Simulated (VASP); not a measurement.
The system is GaAs.

```
CELL_PARAMETERS angstrom
0.00000 2.82685 2.82685
2.82685 0.00000 2.82685
2.82685 2.82685 0.00000
ATOMIC_POSITIONS crystal
Ga 0.00000 0.00000 0.00000
As 0.25000 0.25000 0.25000
```

Program: VASP 6.6.1. Alike in all runs: task single point; level PBE; potentials or basis VASP PAW PBE potentials, release 64 (Ga_d, As); no spin polarisation; cell as given; smearing gaussian 0.02 eV. Hardware: 1 thread of Intel(R) Xeon(R) Platinum 8259CL CPU @ 2.50GHz (Skylake/Cascade Lake) (shared host).

Task: Order these runs on this cell by their wall time, lowest first.
A. k mesh 8 × 8 × 8; cutoff (eV) 520
B. k mesh 14 × 14 × 14; cutoff (eV) 520
C. k mesh 8 × 8 × 8; cutoff (eV) 300

Result: C (8.6 s), A (21 s), B (65 s).
